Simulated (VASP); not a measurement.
# NaBI (P-6m2) in VASP: reference runs

How does NaBI come out in PBE? The cell is run as given.

Everything below comes from runs of VASP 6.6.1. Logs are shortened: lines on timing, memory, paths and dates and some standing lists are left out, and cuts for length are marked.

## 1. The crystal as given

The structure is hexagonal, space group P-6m2 (No. 187). The conventional cell has a = 4.427 Å, b = 4.427 Å, c = 5.371 Å, α = 90.00°, β = 90.00°, γ = 120.00°. Around Na (site symmetry -6m2) lie 6 I at 3.71 Å and 6 B at 3.71 Å. B (site symmetry -6m2) is surrounded by 3 I at 2.56 Å. I (site symmetry -6m2) is surrounded by 3 B at 2.56 Å.

The cell was built by a generator and needn't be a form met in nature.

## 2. Single point, PBE

INCAR reads:

```
ALGO = Normal ; EDIFF = 1E-7
ENCUT = 520 ; GGA = PE
ISIF = 2 ; ISMEAR = -1
LASPH = T ; LCHARG = F
LREAL = F ; LWAVE = F
NBANDS = 16 ; NELM = 100
PREC = Accurate ; SIGMA = 0.05
```

KPOINTS reads:

```
k-points
0
Gamma
  7 7 5
```

POSCAR reads:

```
NaBI
1.0
    4.4273558200      0.0000000000      0.0000000000
   -2.2136779100      3.8342026100      0.0000000000
    0.0000000000      0.0000000000      5.3711212200
Na B I
1 1 1
Direct
    0.0000000000      0.0000000000      0.0000000000
    0.3333333300      0.6666666700      0.5000000000
    0.6666666700      0.3333333300      0.5000000000
```

Potentials or basis: VASP PAW PBE potentials, release 64 (Na_pv, B, I).

The run is started by

```bash
$ cat potpaw_PBE.64/Na_pv/POTCAR potpaw_PBE.64/B/POTCAR potpaw_PBE.64/I/POTCAR > POTCAR
$ mpirun -np 1 vasp_std > vasp.out
```

OUTCAR:

```text
EDIFF = 1E-7
   ENCUT = 520
   GGA = PE
   ISIF = 2
   ISMEAR = -1
   LASPH = T
   LREAL = F
   NELM = 100
   PREC = Accurate

 ion  position               nearest neighbor table
   1  0.000  0.000  0.000-
   2  0.333  0.667  0.500-   3 2.56   3 2.56   3 2.56
   3  0.667  0.333  0.500-   2 2.56   2 2.56   2 2.56

  LATTYP: Found a hexagonal cell.
 ALAT       =     4.4273558200
 C/A-ratio  =     1.2131668288

  Lattice vectors:

 A1 = (   4.4273558200,   0.0000000000,   0.0000000000)
 A2 = (  -2.2136779100,   3.8342026100,   0.0000000000)
 A3 = (   0.0000000000,   0.0000000000,   5.3711212200)

Analysis of symmetry for initial positions (statically):
=====================================================================
 Subroutine PRICEL returns:
 Original cell was already a primitive cell.

 Routine SETGRP: Setting up the symmetry group for a
 hexagonal supercell.

 Subroutine GETGRP returns: Found 12 space group operations
 (whereof 12 operations were pure point group operations)
 out of a pool of 24 trial point group operations.

The static configuration has the point symmetry D_3h.

Analysis of symmetry for dynamics (positions and initial velocities):
=====================================================================
 Subroutine PRICEL returns:
 Original cell was already a primitive cell.

 Routine SETGRP: Setting up the symmetry group for a
 hexagonal supercell.

 Subroutine GETGRP returns: Found 12 space group operations
 (whereof 12 operations were pure point group operations)
 out of a pool of 24 trial point group operations.

The dynamic configuration has the point symmetry D_3h.

 Subroutine INISYM returns: Found 12 space group operations
 (whereof 12 operations are pure point group operations),
 and found     1 'primitive' translations

----------------------------------------------------------------------------------------

                                     Primitive cell

  volume of cell :      91.1768

  direct lattice vectors                    reciprocal lattice vectors
     4.427355820  0.000000000  0.000000000     0.225868451  0.130405211  0.000000000
    -2.213677910  3.834202610  0.000000000     0.000000000  0.260810422  0.000000000
     0.000000000  0.000000000  5.371121220     0.000000000  0.000000000  0.186180866

  length of vectors
     4.427355820  4.427355819  5.371121220     0.260810422  0.260810422  0.186180866

  position of ions in fractional coordinates (direct lattice)
     0.000000000  0.000000000  0.000000000
     0.333333330  0.666666670  0.500000000
     0.666666670  0.333333330  0.500000000

  ion indices of the primitive-cell ions
   primitive index   ion index
                 1           1
                 2           2
                 3           3

----------------------------------------------------------------------------------------

 KPOINTS: k-points

Automatic generation of k-mesh.
 Grid dimensions read from file:
 generate k-points for:    7    7    5

 Generating k-lattice:

  Cartesian coordinates                     Fractional coordinates (reciprocal lattice)
     0.032266922  0.018629316  0.000000000     0.142857143 -0.000000000  0.000000000
     0.000000000  0.037258632  0.000000000     0.000000000  0.142857143  0.000000000
     0.000000000  0.000000000  0.037236173     0.000000000  0.000000000  0.200000000

  Length of vectors
     0.037258632  0.037258632  0.037236173

  Shift w.r.t. Gamma in fractional coordinates (k-lattice)
     0.000000000  0.000000000  0.000000000

 Subroutine IBZKPT returns following result:
 ===========================================

 Found     24 irreducible k-points:

 Following reciprocal coordinates:
            Coordinates               Weight
  0.000000  0.000000  0.000000      1.000000
  0.142857  0.000000  0.000000      6.000000
  0.285714  0.000000  0.000000      6.000000
  0.428571  0.000000  0.000000      6.000000
  0.142857  0.142857  0.000000      6.000000
  0.285714  0.142857  0.000000     12.000000
[... 16 lines left out ...]
  0.428571  0.142857  0.400000     12.000000
  0.285714  0.285714  0.400000     12.000000
   k-points           NKPTS =     24   k-points in BZ     NKDIM =     24   number of bands    NBANDS=     16
   number of dos      NEDOS =    301   number of ions     NIONS =      3
   total plane-waves  NPLWV =  51840
   dimension x,y,z NGX =    36 NGY =   36 NGZ =   40
   dimension x,y,z NGXF=    72 NGYF=   72 NGZF=   80
   ions per type =               1   1   1
   NGX,Y,Z   is equivalent  to a cutoff of  13.52, 13.52, 12.38 a.u.
   NGXF,Y,Z  is equivalent  to a cutoff of  27.04, 27.04, 24.76 a.u.
 SYSTEM =  unknown system
   PREC   = accura    normal or accurate (medium, high low for compatibility)
   ISTART =      0    job   : 0-new  1-cont  2-samecut
   ICHARG =      2    charge: 1-file 2-atom 10-const
   ISPIN  =      1    spin polarized calculation?
   LNONCOLLINEAR =      F non collinear calculations
   LSORBIT =      F    spin-orbit coupling
   LASPH  =      T    aspherical Exc in radial PAW
   ENCUT  =  520.0 eV  38.22 Ry    6.18 a.u.   8.23  8.23  9.99*2*pi/ulx,y,z
   NELM   =    100;   NELMIN=  2; NELMDL= -5     # of ELM steps
   EDIFF  = 0.1E-06   stopping-criterion for ELM
   LREAL  =      F    real-space projection
   EDIFFG = 0.1E-05   stopping-criterion for IOM
   NSW    =      0    number of steps for IOM
   IBRION =     -1    ionic relax: 0-MD 1-quasi-New 2-CG
   NFREE  =      0    steps in history (QN), initial steepest desc. (CG)
   ISIF   =      2    stress and relaxation
   ISYM   =      2    0-nonsym 1-usesym 2-fastsym
   POTIM  = 0.5000    time-step for ionic-motion
   TEBEG  =    0.0;   TEEND  =   0.0 temperature during run
   PSTRESS=    0.0 pullay stress
   NELECT =      17.0000    total number of electrons
   NUPDOWN=      -1.0000    fix difference up-down
   EMIN   =  10.00;   EMAX   =-10.00  energy-range for DOS
   EFERMI =   0.00;   METHOD = LEGACY
   ISMEAR =    -1;   SIGMA  =   0.05  broadening in eV -4-tet -1-fermi 0-gaus
   EFERMI_NEDOS =   21; number of points for ismear=-14 and -15
   IALGO  =     38    algorithm
   IMIX   =      4    mixing-type and parameters
     AMIX     =   0.40;   BMIX     =  1.00
     AMIX_MAG =   1.60;   BMIX_MAG =  1.00
  volume/ion in A,a.u.               =      30.39       205.10
  Fermi-wavevector in a.u.,A,eV,Ry     =   0.935254  1.767374 11.901021  0.874700
  Thomas-Fermi vector in A             =   2.062143
   LORBIT       =      0    0 simple, 1 ext, 2 COOP (PROOUT), +10 PAW based schemes
   GGA     = PE    functional components
   LHFCALC =     F    Hartree Fock is set to
   AEXX    =    0.0000 exact exchange contribution
   IVDW    =     0    specifies the selected vdW correction
   LEPSILON=     F    determine dielectric tensor
   LRPA    =     F    only Hartree local field effects (RPA)
 non-spin polarized calculation
  energy-cutoff  :      520.00
  volume of cell :       91.18
 maximum number of plane-waves:      2480
 NGX is ok and might be reduce to    36
   NGX = 17   NGY = 17   NGZ = 19

 number of electron      17.0000001 magnetization

 Free energy of the ion-electron system (eV)
  ---------------------------------------------------
  ext. energy  EPLUGINS =         0.00000000
  ---------------------------------------------------
  free energy    TOTEN  =        -6.33789963 eV

  energy without entropy =       -6.31589194  energy(sigma->0) =       -6.32689578

 E-fermi :   3.0173     XC(G=0):  -7.6034

 val. band max:        3.0128991870   @ k =   0.2857   0.2857   0.2000
 cond. band min:       3.0224985171   @ k =   0.2857   0.2857   0.0000
 fundamental gap:      0.0095993301
 Fermi energy:         3.0173166623

 k-point     1 :       0.0000    0.0000    0.0000
  band No.  band energies     occupation
      1     -22.6847      2.00000
      2     -22.6847      2.00000
      3     -22.6744      2.00000
      4     -11.8040      2.00000
      5      -1.6765      2.00000
      6      -1.2852      2.00000
[... 8 lines left out ...]
     15      10.8169      0.00000
     16      10.8914      0.00000

 k-point     2 :       0.1429    0.0000    0.0000
  band No.  band energies     occupation
      1     -22.6854      2.00000
      2     -22.6849      2.00000
      3     -22.6743      2.00000
      4     -11.7316      2.00000
      5      -2.7578      2.00000
      6      -1.5656      2.00000
[... 8 lines left out ...]
     15       9.9550      0.00000
     16      10.3094      0.00000

 k-point     3 :       0.2857    0.0000    0.0000
  band No.  band energies     occupation
      1     -22.6870      2.00000
      2     -22.6853      2.00000
      3     -22.6741      2.00000
      4     -11.5562      2.00000
      5      -4.0174      2.00000
      6      -1.8088      2.00000
[... 8 lines left out ...]
     15       9.6666      0.00000
     16       9.7715      0.00000

 k-point     4 :       0.4286    0.0000    0.0000
  band No.  band energies     occupation
      1     -22.6882      2.00000
      2     -22.6856      2.00000
      3     -22.6739      2.00000
      4     -11.4000      2.00000
      5      -4.7399      2.00000
      6      -2.0394      2.00000
[... 8 lines left out ...]
     15       9.3160      0.00000
     16       9.3218      0.00000
[... 324 lines left out ...]
 k-point    22 :       0.2857    0.1429    0.4000
  band No.  band energies     occupation
      1     -22.6876      2.00000
      2     -22.6858      2.00000
      3     -22.6742      2.00000
      4     -11.4213      2.00000
      5      -4.4487      2.00000
      6      -2.2845      2.00000
[... 8 lines left out ...]
     15       8.7983      0.00000
     16      10.4094      0.00000

 k-point    23 :       0.4286    0.1429    0.4000
  band No.  band energies     occupation
      1     -22.6881      2.00000
      2     -22.6861      2.00000
      3     -22.6741      2.00000
      4     -11.3411      2.00000
      5      -4.7619      2.00000
      6      -2.4568      2.00000
[... 8 lines left out ...]
     15       8.3357      0.00000
     16      10.2468      0.00000

 k-point    24 :       0.2857    0.2857    0.4000
  band No.  band energies     occupation
      1     -22.6876      2.00000
      2     -22.6867      2.00000
      3     -22.6741      2.00000
      4     -11.3220      2.00000
      5      -4.7162      2.00000
      6      -2.8182      2.00000
[... 8 lines left out ...]
     15       8.4190      0.00000
     16      10.6125      0.00000

------------------------ aborting loop because EDIFF is reached ----------------------------------------

  FORCE on cell =-STRESS in cart. coord.  units (eV):
  Direction    XX          YY          ZZ          XY          YZ          ZX
  --------------------------------------------------------------------------------------
  -------------------------------------------------------------------------------------
  Total        0.6321169      0.6321169     -2.3626935      0.0000000      0.0000000     -0.0000000
  in kB       11.1076845     11.1076845    -41.5177233      0.0000000      0.0000000     -0.0000000
  external PRESSURE =      -6.4341181 kB  Pullay stress =       0.0000000 kB

 VOLUME and BASIS-vectors are now :
 -----------------------------------------------------------------------------
  energy-cutoff  :      520.00
  volume of cell :       91.18
      direct lattice vectors                 reciprocal lattice vectors
     4.427355820  0.000000000  0.000000000     0.225868451  0.130405211  0.000000000
    -2.213677910  3.834202610  0.000000000     0.000000000  0.260810422  0.000000000
     0.000000000  0.000000000  5.371121220     0.000000000  0.000000000  0.186180866

 POSITION                                       TOTAL-FORCE (eV/Angst)
 -----------------------------------------------------------------------------------
      0.00000      0.00000      0.00000        -0.000000      0.000000      0.000000
     -0.00000      2.55614      2.68556        -0.000000      0.000000      0.000000
      2.21368      1.27807      2.68556         0.000000      0.000000      0.000000
 -----------------------------------------------------------------------------------
    total drift:                               -0.000010      0.000006      0.000000

  FREE ENERGIE OF THE ION-ELECTRON SYSTEM (eV)
  ---------------------------------------------------
  free  energy   TOTEN  =        -6.3378996258 eV

  energy  without entropy=       -6.3158919440  energy(sigma->0) =       -6.32689578
```

Wall time 20 s (1 thread of Intel Xeon Platinum 8488C (Sapphire Rapids), shared host); peak memory 0.23 GiB.

What came out:

```
Free energy            : -6.3379 eV
Pressure               : -0.6 GPa
Band gap on the k mesh : none (metal or under the smearing width)
```

Stress tensor (GPa, compression positive):
```
 1.11  0.00  0.00
 0.00  1.11  0.00
 0.00  0.00 -4.15
```

Caveat: an odd number of electrons without spin polarisation forces a metal; a magnetic or distorted state may lie lower. The run has no spin-orbit coupling, so splittings on I are missing.
